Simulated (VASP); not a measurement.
Input:

```
CELL_PARAMETERS angstrom
      1.50902    -2.61370     0.00000
      1.50902     2.61370     0.00000
      0.00000     0.00000     3.18648
ATOMIC_POSITIONS crystal
  Ti 0.00000 0.00000 0.00000
  B  0.33333 0.66667 0.50000
  B  0.66667 0.33333 0.50000
```

Method: PBEsol GGA, VASP's PBE PAW potentials (set 64) (plane waves; VASP). Run with 600 eV cut-off, 12×12×10 Γ-centred mesh, first-order Methfessel-Paxton smearing of 0.10 eV, potentials Ti_sv B.

Each row applies one change to this cell, which was relaxed at other settings and keeps the small stress of the first row; at a fixed cut-off the stress holds a Pulay part, so it need not integrate to ΔE exactly. Stress is in GPa, positive when the cell is compressed.

| change | ΔE (meV/atom) | σxx | σyy | σzz | largest shear component, with its sign (GPa) | largest force (eV/Å) |
|---|---|---|---|---|---|---|
| none | 0.0 | 0.20 | 0.20 | -0.05 | 0.00 | 0.000 |
| atom 1 (Ti) moved by -0.200 Å along z | 104.9 | 5.64 | 5.64 | 5.61 | 0.00 | 3.217 |
| uniaxial strain of -3.0 % along z | 11.5 | 3.93 | 3.93 | 15.22 | 0.00 | 0.000 |
| isotropic strain of +1.0 % | 5.8 | -7.88 | -7.88 | -6.53 | 0.00 | 0.000 |
| atom 1 (Ti) moved by -0.100 Å along y | 25.2 | 0.21 | 1.17 | 1.87 | 0.00 | 1.500 |
| uniaxial strain of +1.5 % along x with the ions relaxed | ? | ? | ? | ? | ? | ? |
| atom 3 (B) moved by -0.050 Å along x | ? | ? | ? | ? | ? | ? |
| atom 3 (B) moved by 0.075 Å along z | 9.2 | 0.49 | 0.49 | 0.28 | 0.00 | 0.749 |
| biaxial strain of +2.0 % in the yz plane with the ions relaxed | 13.2 | -3.27 | -14.13 | -10.55 | 0.00 | 0.000 |

Problem. What belongs in the gaps?

Solution. 
- atom 3 (B) moved by -0.050 Å along x, ΔE (meV/atom): 8.1
- atom 3 (B) moved by -0.050 Å along x, σxx: 0.90
- atom 3 (B) moved by -0.050 Å along x, σyy: 0.33
- atom 3 (B) moved by -0.050 Å along x, σzz: 0.12
- atom 3 (B) moved by -0.050 Å along x, largest shear component, with its sign (GPa): 1.15
- atom 3 (B) moved by -0.050 Å along x, largest force (eV/Å): 0.987
- uniaxial strain of +1.5 % along x with the ions relaxed, ΔE (meV/atom): 3.6
- uniaxial strain of +1.5 % along x with the ions relaxed, σxx: -9.48
- uniaxial strain of +1.5 % along x with the ions relaxed, σyy: -0.81
- uniaxial strain of +1.5 % along x with the ions relaxed, σzz: -1.71
- uniaxial strain of +1.5 % along x with the ions relaxed, largest shear component, with its sign (GPa): 0.00
- uniaxial strain of +1.5 % along x with the ions relaxed, largest force (eV/Å): 0.000

Failed runs are left out, and for metals the shear rows, which the mesh's noise covers.

The compound is TiB2 in the AlB2 type structure.
